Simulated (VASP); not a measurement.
A convergence study with VASP on InAs (zinc blende): one setting is varied, all else stays as given below, so the limit is that of these other settings. Each run relaxes cell and ions; the cell shown is the tightest run's result. The basis is that of the starting cell, so low cut-offs carry a Pulay error.

```
CELL_PARAMETERS angstrom
      0.00000     3.09509     3.09509
      3.09509     0.00000     3.09509
      3.09509     3.09509     0.00000
ATOMIC_POSITIONS crystal
  In 0.00000 0.00000 0.00000
  As 0.25000 0.25000 0.25000
```

Calculation: PBE GGA, VASP's PBE PAW potentials (set 64) (plane waves; VASP). The tightest run used: 700 eV cut-off, 7×7×7 Γ-centred mesh, Gaussian smearing of 0.050 eV, potentials In_d As.

The reference is ENCUT = 700, which took about 50 core-seconds. Times come from single runs on busy shared machines, so they are rough: good to a factor of about 2.

Q: Of the settings ENCUT = 200; ENCUT = 250; ENCUT = 300; ENCUT = 350; ENCUT = 400; ENCUT = 450; ENCUT = 500; ENCUT = 550; ENCUT = 600; ENCUT = 650; ENCUT = 700, which is the lowest that keeps the difference from the reference in relaxed volume (Å³/atom) within 0.05 from there on, and what does it cost?

A: ENCUT = 450; its cost over the reference is about 1/2.
| setting | difference in relaxed volume (Å³/atom) | cost over the reference |
|---|---|---|
| ENCUT = 200 | 3.180 | about 1/4 |
| ENCUT = 250 | 0.261 | about 1/4 |
| ENCUT = 300 | 0.105 | about 1/4 |
| ENCUT = 350 | 0.169 | about 1/3 |
| ENCUT = 400 | 0.061 | about 1/3 |
| ENCUT = 450 | 0.006 | about 1/2 |
| ENCUT = 500 | 0.010 | about 1/2 |
| ENCUT = 550 | 0.017 | within a factor of 2 |
| ENCUT = 600 | 0.010 | within a factor of 2 |
| ENCUT = 650 | 0.001 | within a factor of 2 |
| ENCUT = 700 | 0.000 | reference |

Left out are rungs that failed or repeat a setting and relaxations that didn't move; long series are thinned to 24 rows.

The compound is InAs in the zinc blende structure.
